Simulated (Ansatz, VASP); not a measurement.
# Cross-check of SnSeS between VASP and Ansatz, part 3 of 3

Aim: how closely do two programs agree when they are given the same cell, functional and k mesh? The cell is taken from a series of runs on this material, whose earlier steps may have relaxed, scaled, displaced or heated it; both programs get it as it stands.

VASP 6.6.1 and Ansatz 0.2.0.

So far: The starting structure; VASP: zone-centre phonons, PBEsol, pair 1; Ansatz: zone-centre phonons, PBEsol, pair 1; Differences; Ansatz: zone-centre phonons, PBEsol, pair 2; VASP: zone-centre phonons, PBEsol, pair 2.

## (8) VASP: zone-centre phonons, PBEsol, pair 3

Level of this step: PBEsol; plane waves and PAW (Sn_d, S, Se) (VASP).

Second derivatives magnify differences that forces hide, and they need a tight electronic threshold.

INCAR

```
SYSTEM = SnSeS
PREC = Accurate
ENCUT = 500
EDIFF = 1E-08
NELM = 120
ISMEAR = 0
SIGMA = 0.01
LREAL = .FALSE.
ALGO = Normal
GGA = PS
NBANDS = 19
LORBIT = 11
LWAVE = .FALSE.
LCHARG = .FALSE.
ISIF = 2
IBRION = 8
LASPH = .TRUE.
GGA_COMPAT = .FALSE.
EFERMI = MIDGAP
NELMDL = -8
KPAR = 2
```

POSCAR

```
SnSeS
1.0
    3.7245322168      0.0000000000      0.0000000000
   -1.8622661084      3.2577949121      0.0000000000
    0.0000000000      0.0000000000     30.0000000000
Sn S Se
1 1 1
Direct
    0.9998425187      0.9996850373      0.3339232136
    0.3332204636      0.6664409270      0.3821569507
    0.6669370179      0.3338740357      0.2805865026
```

KPOINTS

```
Automatic mesh
0
Gamma
9 9 1
0 0 0
```

PAW data sets: Sn_d, S and Se (PBE family, release 64).

The run is started by

```sh
$ mpirun -np 2 vasp_std
```

Numbers of over 12 decimals in the logs are rounded to 6 here.

Output:

```text
[... set-up lines as in an earlier step ...]
 entering main loop
       N       E                     dE             d eps       ncg     rms          rms(c)
DAV:   1     0.181262730828E+03    0.18126E+03   -0.10330E+04  1134   0.100E+03
DAV:   2     0.907719288701E+01   -0.17219E+03   -0.16781E+03  1255   0.218E+02
DAV:   3    -0.131983375901E+02   -0.22276E+02   -0.22200E+02  1165   0.916E+01
DAV:   4    -0.139178078347E+02   -0.71947E+00   -0.71849E+00  1359   0.196E+01
[...]
DAV:  28    -0.135407525514E+02   -0.64724E-07    0.24611E-10  1086   0.611E-05    0.208E-05
DAV:  29    -0.135407525757E+02   -0.24302E-07    0.43358E-10   990   0.538E-05    0.866E-06
DAV:  30    -0.135407525800E+02   -0.43128E-08    0.53477E-10   918   0.233E-05
   1 F= -.13540753E+02 E0= -.13540753E+02  d E =0.000000E+00
 Linear response reoptimize wavefunctions to high precision
DAV:   1    -0.135407525825E+02   -0.24947E-08    0.54096E-10   938   0.214E-05
DAV:   2    -0.135407525825E+02    0.12733E-10    0.54594E-10   827   0.756E-06
 Linear response DOF=           9
 Linear response progress:
[...]
RMM:  10    -0.785889709413E-01    0.92159E-07    0.13184E-09  2060   0.601E-05    0.707E-06
RMM:  11    -0.785890093210E-01   -0.38380E-07    0.28777E-09  2007   0.252E-05    0.335E-06
RMM:  12    -0.785890118169E-01   -0.24959E-08   -0.12183E-08  2092   0.117E-05    0.147E-06
 first order change of Fermi-energy   0.46954E+00
 force on displaced ion       3 direction 2 :  -0.000  -3.394   0.065
 Linear response progress:
  Degree of freedom:   9/  9
       N       E                     dE             d eps       ncg     rms          rms(c)
RMM:   1    -0.117905874673E+00   -0.11791E+00    0.54950E-02  2163   0.153E+00
RMM:   2    -0.116161085468E+00    0.17448E-02   -0.24143E-03  1717   0.258E-01    0.106E-01
RMM:   3    -0.115905038337E+00    0.25605E-03   -0.32648E-04  1854   0.989E-02    0.474E-02
RMM:   4    -0.115847344937E+00    0.57693E-04   -0.57641E-05  1924   0.435E-02    0.272E-02
[...]
RMM:  13    -0.115828981989E+00   -0.40404E-06   -0.17371E-07  2005   0.266E-04    0.382E-05
RMM:  14    -0.115828961832E+00    0.20157E-07    0.35360E-07  2028   0.786E-05    0.365E-05
RMM:  15    -0.115828955462E+00    0.63700E-08   -0.99394E-08  1915   0.966E-05    0.664E-06
 first order change of Fermi-energy  -0.14833E+01
 force on displaced ion       3 direction 3 :  -0.000   0.071  -9.605
 Linear response finished
```

Parts of OUTCAR (step 8):

```text
  Total       -0.1096945     -0.4918005      0.0216899      0.0000000      0.0000207      0.0000000
  in kB       -0.4828129     -2.1646259      0.0954667      0.0000000      0.0000910      0.0000000
  external PRESSURE =      -0.8506573 kB  Pullay stress =       0.0000000 kB

 POSITION                                       TOTAL-FORCE (eV/Angst)
 -----------------------------------------------------------------------------------
      1.86227      3.25677     10.01770         0.000000     -0.000534      0.010139
      0.00000      2.17113     11.46471        -0.000000      0.000279      0.008346
      1.86227      1.08769      8.41760        -0.000000      0.000254     -0.018485
 -----------------------------------------------------------------------------------
    total drift:                               -0.000001     -0.000144      0.000127

[... 1 part as in an earlier step ...]

[... 1 further part left out ...]
```

## (9) Ansatz: zone-centre phonons, PBEsol, pair 3

The same cell, functional and mesh now go to Ansatz, which takes its cutoff from its data sets.

The cell is taken from a series of runs on this material, whose earlier steps may have relaxed, scaled, displaced or heated it; both programs get it as it stands.

input.yaml

```yaml
crystal:
  lattice:
    - [3.7245322168, 0.0, 0.0]
    - [-1.8622661084, 3.2577949121, 0.0]
    - [0.0, 0.0, 30.0]
  atoms:
    - { symbol: Sn, position: [-0.0001574813, -0.0003149627, 0.3339232136] }
    - { symbol: S, position: [0.3332204635, 0.666440927, 0.3821569507] }
    - { symbol: Se, position: [0.6669370178, 0.3338740357, 0.2805865026] }
  periodic: [true, true, false]
kpoints:
  mp_grid: { grid: [9, 9, 1] }
hamiltonian:
  xc: pbesol
  pseudopotentials: { kind: paw, azcp: { folder: soft_1 }, xc_functional: pbe }
scf:
  occupations: { method: fixed }
output:
  eigenvalues: true
phonons:
  method: dfpt
```

The run is started by

```sh
$ ansatz run input.yaml --threads 8 --pin off --max-ram 16384MiB --backend cpu --events-out ev --progress --plain --runs-dir out
```

Output:

```text
[...]
Crystal: 3 atoms, lattice volume = 364.013 Å³
Basis set: ecut = 420 eV, 7141 PW (Γ), exchange–correlation on 54×54×432 points (8 copies of the dense FFT grid, shifted against one another)
Bands: 22, of which v1, the nominal top of the filled ones, is band 18 counted from 1 (17 counted from 0)
Symmetry: 2 space group operations
k-points: 25 of 81 (time reversal used)
[...]
k-point 2: bands = [... 14 lower, -8.0219, -7.9091, -7.1462, -6.3227, -4.0346, -2.0021, -0.7096, -0.5223]
  k-point 24: bands = [... 14 lower, -9.5743, -8.4320, -7.5262, -6.7602, -4.0529, -1.2326, -0.5126, -0.1199]
[...]
ASR residual: 1.686e-4 → 0.000e0 eV/Å²; symmetrization residual: 1.656e-5 eV/Å²
  ASR residual per site (eV/Å²): 1.69e-4 1.47e-4 1.11e-4
  Γ frequencies (cm⁻¹): 0.00 0.00 0.00 132.60 133.62 183.23 188.11 219.76 321.66
[...]
[key lines of the parts left out:]
SCF converged after 12 iterations
Free energy (F): -12260.020480 eV
Fermi energy:    -6.194515 eV
```

## (10) Comparison

What differs besides the data sets and the points named for the pairs above, as far as they apply: the data sets hold 36 valence electrons in Ansatz (on its PAW soft_1 files) and 26 in VASP. Total energies have different zeros and are not compared.

Both answers:

```
             quantity  Ansatz   VASP  difference
optical mode 1 (cm⁻¹)   132.6  132.7     -0.06 %
optical mode 2 (cm⁻¹)   133.6  133.6     +0.01 %
optical mode 3 (cm⁻¹)   183.2  181.6     +0.89 %
optical mode 4 (cm⁻¹)   188.1  186.4     +0.94 %
optical mode 5 (cm⁻¹)   219.8  220.3     -0.25 %
optical mode 6 (cm⁻¹)   321.7  322.3     -0.19 %
```

Modes are paired by rising frequency, not by their patterns, so a pair may set unlike modes beside each other; they are those without the splitting of longitudinal modes. Where the cell holds vacuum, a pressure given here is an average over it and none of the material.

## (11) Results

```yaml
r_m_s_difference_of_the_optical_zone_centre_modes_each_program_s_sorted_by_frequency_zone_centre_phonons_pbesol_pair_1: 1.1 cm⁻¹
difference_in_optical_mode_3_to_4_zone_centre_phonons_pbesol_pair_1: +0.9 %
r_m_s_difference_of_the_optical_zone_centre_modes_each_program_s_sorted_by_frequency_zone_centre_phonons_pbesol_pair_2: 1.0 cm⁻¹
difference_in_optical_mode_3_zone_centre_phonons_pbesol_pair_2: +0.9 %
r_m_s_difference_of_the_optical_zone_centre_modes_each_program_s_sorted_by_frequency_zone_centre_phonons_pbesol_pair_3: 1.0 cm⁻¹
difference_in_optical_mode_4_zone_centre_phonons_pbesol_pair_3: +0.9 %
```

In words: The r.m.s. difference of the optical zone-centre modes, each program's sorted by frequency is 1.1 cm⁻¹ (zone-centre phonons, PBEsol, pair 1). The data sets hold unlike numbers of valence electrons (36 in Ansatz and 26 in VASP), so part of the differences may come from the potentials. Among the rows given in per cent, the largest difference of the zone-centre phonons, PBEsol, pair 1 pair is in optical mode 3 to 4, +0.9 %. Among the rows given in per cent, the largest difference of the zone-centre phonons, PBEsol, pair 2 pair is in optical mode 3, +0.9 %. Among the rows given in per cent, the largest difference of the zone-centre phonons, PBEsol, pair 3 pair is in optical mode 4, +0.9 %. Such differences can come from data sets, numerical settings and the points named under the comparisons, not from the functional's error against experiment.

[Lines on the potential files, build, host, timing and source positions are cut from VASP's logs without a mark.]

[Logs are printed without paths, hosts, clocks, repeated set-up lines and the standing remarks that a program may print on its own settings, such as how far it seeks lower states.]

[Hosts, paths, dates, database ids (printed as entryN), source tags and the programs' standing remarks are cut or masked in the printed files.]
